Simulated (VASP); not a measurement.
A run of VASP 6.6.1:

POSCAR

```
LiMg
1.0
    3.2974609980      0.0000000000      0.0000000000
    0.0000000000      3.2974609980      0.0000000000
    0.0000000000      0.0000000000      3.2974609980
Li Mg
1 1
Direct
    0.0000000000      0.0000000000      0.0000000000
    0.5000000000      0.5000000000      0.5000000000
```

INCAR.step1

```
SYSTEM = LiMg
PREC = Accurate ; ENCUT = 520
ISMEAR = -1 ; SIGMA = 0.15
LREAL = .FALSE. ; LASPH = .TRUE.
NELM = 100 ; NBANDS = 10
GGA = PE ; ALGO = Normal
EDIFF = 1E-4 ; LWAVE = .TRUE.
LCHARG = .FALSE.
```

The input INCAR.step2:

```
SYSTEM = LiMg
PREC = Accurate ; ENCUT = 520
EDIFF = 1E-6 ; ISMEAR = -1
SIGMA = 0.15 ; LREAL = .FALSE.
LASPH = .TRUE. ; NELM = 100
ALGO = Normal ; ISIF = 2
LWAVE = .FALSE. ; LCHARG = .TRUE.
METAGGA = R2SCAN ; LMIXTAU = .TRUE.
LELF = .TRUE. ; LVHAR = .TRUE.
NBANDS = 10 ; ISTART = 1
```

KPOINTS

```
Automatic mesh
0
G
  7 7 7
  0 0 0
```

Potentials or basis: VASP PAW PBE potentials, release 64 (Li_sv, Mg).

The run is started by

```bash
$ cat potpaw_PBE.64/Li_sv/POTCAR potpaw_PBE.64/Mg/POTCAR > POTCAR
$ cp INCAR.step1 INCAR
$ mpirun -np 1 vasp_std > vasp.out
$ cp INCAR.step2 INCAR
$ mpirun -np 1 vasp_std > vasp.out
```

Hardware: 1 thread of Intel(R) Xeon(R) Platinum 8488C (Sapphire Rapids) (shared host).

Q: How long does it take, and how much memory?

A: It took 46 s on 1 thread of Intel(R) Xeon(R) Platinum 8488C (Sapphire Rapids) (shared host), peak memory 0.16 GiB. Counts: scf iterations 12, k points 20.
